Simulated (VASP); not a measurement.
Crystal: Sn.

```
Sn
1.0
     0.00000    3.28499    3.28499
     3.28499    0.00000    3.28499
     3.28499    3.28499    0.00000
Sn
2
Direct
  0.50000 0.50000 0.50000
  0.75000 0.75000 0.75000
```

This isn't the form of Sn at room conditions, which is tetragonal (white tin).

```yaml
Program: VASP 6.6.1
Task: relaxation of cell and atoms
Functional: RPBE
Potentials_or_basis: VASP PAW PBE potentials, release 64 (Sn_d)
Cutoff: 600 eV
k_mesh: 12 × 12 × 12
Occupations: gaussian, width 0.1 eV
Spin: no spin polarisation
```

At the start: pressure 2.8 GPa; volume 35.45 Å³/atom.

Where does the relaxation end?

Over 3 steps the energy falls by 21.7 meV/atom and the volume is 38.12 Å³/atom (+7.5 %); space group Fd-3m (No. 227, to 0.05 Å).

Step by step:
```csv
step,energy change (eV),largest force (eV/Å),pressure (GPa),volume (Å³)
1,0.0000,0.0000,2.79,70.90
2,-0.0416,0.0000,-0.46,77.41
3,-0.0434,0.0000,0.01,76.24
```

Final structure:
```cif
data_structure
_symmetry_space_group_name_H-M 'P 1'
_symmetry_Int_Tables_number 1
_cell_length_a 4.7595
_cell_length_b 4.7595
_cell_length_c 4.7595
_cell_angle_alpha 60.000
_cell_angle_beta 60.000
_cell_angle_gamma 60.000
_cell_volume 76.24
loop_
_atom_site_label
_atom_site_type_symbol
_atom_site_fract_x
_atom_site_fract_y
_atom_site_fract_z
_atom_site_occupancy
Sn1 Sn 0.50000 0.50000 0.50000 1
Sn2 Sn 0.75000 0.75000 0.75000 1
```

Caveat: the PAW data sets were made with another functional, which shifts forces and pressure a little.
